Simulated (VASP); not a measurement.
OSZICAR of a VASP run on SnTe (rock salt):

**OSZICAR**
```
       N       E                     dE             d eps       ncg     rms          rms(c)
DAV:   1     0.119797424301E+03    0.11980E+03   -0.94595E+03  2692   0.155E+03
DAV:   2     0.195237932267E+01   -0.11785E+03   -0.11583E+03  2798   0.362E+02
DAV:   3    -0.812571624132E+01   -0.10078E+02   -0.99817E+01  3482   0.971E+01
DAV:   4    -0.838173128877E+01   -0.25602E+00   -0.25594E+00  2990   0.171E+01
DAV:   5    -0.839297585809E+01   -0.11245E-01   -0.11244E-01  3856   0.336E+00    0.496E+00
DAV:   6    -0.834057342912E+01    0.52402E-01   -0.12076E-01  3650   0.320E+00    0.311E+00
DAV:   7    -0.833835896570E+01    0.22145E-02   -0.46567E-02  3364   0.157E+00    0.684E-01
DAV:   8    -0.833768451458E+01    0.67445E-03   -0.71373E-03  3236   0.851E-01    0.158E-01
DAV:   9    -0.833774759681E+01   -0.63082E-04   -0.49006E-04  3172   0.233E-01    0.359E-02
DAV:  10    -0.833773646969E+01    0.11127E-04   -0.49461E-05  3270   0.744E-02    0.204E-02
DAV:  11    -0.833773623671E+01    0.23298E-06   -0.23883E-05  3240   0.471E-02    0.186E-02
DAV:  12    -0.833773582794E+01    0.40877E-06   -0.22042E-06  3224   0.138E-02    0.933E-03
DAV:  13    -0.833773568502E+01    0.14292E-06   -0.16691E-07  2184   0.319E-03    0.336E-03
DAV:  14    -0.833773571062E+01   -0.25601E-07   -0.94241E-08  1516   0.414E-03
   1 F= -.83377357E+01 E0= -.83377169E+01  d E =-.375365E-04
```

Question: Which electronic solver shows in the log?

Answer: It is blocked Davidson (ALGO = Normal, or the opening steps of other solvers). The INCAR had ALGO = Normal.

Question: Can the final energy be trusted as converged?

Answer: The run converged. It stopped with EDIFF = 1E-7, NELM = 100 (PBEsol GGA, plane waves, VASP's PBE PAW potentials (set 64)).

The compound is SnTe in the rock salt structure, which distorts at low temperature. This cell was strained or had an atom moved on purpose.
